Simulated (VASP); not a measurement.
Output of a VASP run:

File OSZICAR:
```
       N       E                     dE             d eps       ncg     rms          rms(c)
DAV:   1     0.396136501998E+03    0.39614E+03   -0.19672E+04   540   0.159E+03
DAV:   2     0.159442775136E+02   -0.38019E+03   -0.36810E+03   685   0.387E+02
DAV:   3    -0.258331070017E+02   -0.41777E+02   -0.41660E+02   766   0.123E+02
DAV:   4    -0.286860392685E+02   -0.28529E+01   -0.28422E+01   938   0.320E+01
DAV:   5    -0.290835039410E+02   -0.39746E+00   -0.39737E+00   903   0.597E+00    0.461E+00
DAV:   6    -0.286668125245E+02    0.41669E+00   -0.10612E+00   725   0.485E+00    0.349E+00
DAV:   7    -0.286630697675E+02    0.37428E-02   -0.36546E-01   847   0.267E+00    0.198E+00
DAV:   8    -0.286835497828E+02   -0.20480E-01   -0.47234E-02   762   0.135E+00    0.258E-01
DAV:   9    -0.286839406936E+02   -0.39091E-03   -0.44536E-03   901   0.371E-01    0.988E-02
DAV:  10    -0.286845864487E+02   -0.64576E-03   -0.68964E-04   696   0.162E-01    0.196E-02
DAV:  11    -0.286846398964E+02   -0.53448E-04   -0.78943E-05   789   0.540E-02    0.819E-03
DAV:  12    -0.286846415260E+02   -0.16296E-05   -0.29923E-06   632   0.126E-02    0.262E-03
DAV:  13    -0.286846417438E+02   -0.21781E-06   -0.53369E-07   565   0.611E-03
   1 F= -.28684642E+02 E0= -.28684642E+02  d E =-.604369E-22
```

### OUTCAR
```
------------------------ aborting loop because EDIFF is reached ----------------------------------------
  FORCE on cell =-STRESS in cart. coord.  units (eV):
  Direction    XX          YY          ZZ          XY          YZ          ZX
  --------------------------------------------------------------------------------------
  Total        0.0548042      0.0548042      0.0548042     -0.0000000      0.0000000     -0.0000000
  in kB        0.5855596      0.5855596      0.5855596     -0.0000000      0.0000000     -0.0000000
  external PRESSURE =       0.5855596 kB  Pullay stress =       0.0000000 kB
  volume of cell :      149.95
      direct lattice vectors                 reciprocal lattice vectors
     5.312729777  0.000000000  0.000000000     0.188227153  0.000000000  0.000000000
     0.000000000  5.312729777  0.000000000     0.000000000  0.188227153  0.000000000
     0.000000000  0.000000000  5.312729777     0.000000000  0.000000000  0.188227153
 POSITION                                       TOTAL-FORCE (eV/Angst)
 -----------------------------------------------------------------------------------
      0.00000      0.00000      0.00000         0.000000      0.000000      0.000000
      2.65636      2.65636      2.65636         0.000000      0.000000      0.000000
      0.00000      0.00000      2.65636         0.000000      0.000000      0.000000
      0.00000      2.65636      0.00000         0.000000      0.000000      0.000000
      2.65636      0.00000      0.00000         0.000000      0.000000      0.000000
      2.65636      2.65636      0.00000         0.000000      0.000000      0.000000
      2.65636      0.00000      2.65636         0.000000      0.000000      0.000000
      0.00000      2.65636      2.65636         0.000000      0.000000      0.000000
 -----------------------------------------------------------------------------------
    total drift:                                0.000000      0.000000     -0.000000
  FREE ENERGIE OF THE ION-ELECTRON SYSTEM (eV)
  ---------------------------------------------------
  free  energy   TOTEN  =       -28.6846417438 eV

  energy  without entropy=      -28.6846417438  energy(sigma->0) =      -28.68464174
```
(Selected blocks of OUTCAR.)

File POSCAR:
```
Li3NaCl4
1
    5.3127297769     0.0000000000    -0.0000000000
    0.0000000000     5.3127297769     0.0000000000
    0.0000000000     0.0000000000     5.3127297769
Na Cl Li
1 4 3
Direct
  0.0000000000   0.0000000000   0.0000000000
  0.5000000000   0.5000000000   0.5000000000
  0.0000000000   0.0000000000   0.5000000000
  0.0000000000   0.5000000000   0.0000000000
  0.5000000000   0.0000000000   0.0000000000
  0.5000000000   0.5000000000   0.0000000000
  0.5000000000   0.0000000000   0.5000000000
  0.0000000000   0.5000000000   0.5000000000
```

### Question
Reconstruct the remaining input files.

### Answer
Several could match; the one computed here: the input of the run itself, PBE GGA, plane waves, VASP's PBE PAW potentials (set 64).

### INCAR
```
# general
SYSTEM  =  Li3NaCl4
PREC    =  Accurate
ENCUT   =  500
LREAL   =  F
LASPH   =  T

# electronic loop
EDIFF   =  1E-6
NELM    =  100
ALGO    =  Normal

# smearing
ISMEAR  =  0
SIGMA   =  0.05

# functional
GGA     =  PE

# output
LWAVE   =  F
LCHARG  =  T
```

KPOINTS:
```
K-points
0
gamma
4 4 4
```

POTCAR, in this order: Na_pv Cl Li_sv (PBE.64 set). Program: vasp_std.

The structure was generated: Li3NaCl4 was put into an ordered model structure (Pm-3m), which need not be its known phase. It was relaxed first.
